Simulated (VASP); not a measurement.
Consider the following.

```yaml
crystal:
  lattice:
    - [1.38210, -2.39387, 0.00000]
    - [1.38210, 2.39387, 0.00000]
    - [0.00000, 0.00000, 4.36560]
  atoms:
    - { symbol: Ru, position: [0.33333, 0.66667, 0.25000] }
    - { symbol: Ru, position: [0.66667, 0.33333, 0.75000] }
```

The numbers are results of PBE GGA, VASP's PBE PAW potentials (set 64) (plane waves; VASP), not measurements. Run with 400 eV cut-off, 9×9×5 Γ-centred mesh, first-order Methfessel-Paxton smearing of 0.10 eV, potentials Ru_pv.

Problem. Give the stress tensor in GPa (positive for a compressed cell).

Solution. 
```
-14.68    0.00    0.00
  0.00  -14.68    0.00
  0.00    0.00  -14.25
```
The pressure is its mean diagonal, -14.54 GPa.

The compound is Ru in the hcp structure. The cell was not relaxed at this level. The run is one of a series of settings (KPOINTS 9×9×5 Γ-centred mesh against the base run), some of them coarse on purpose.
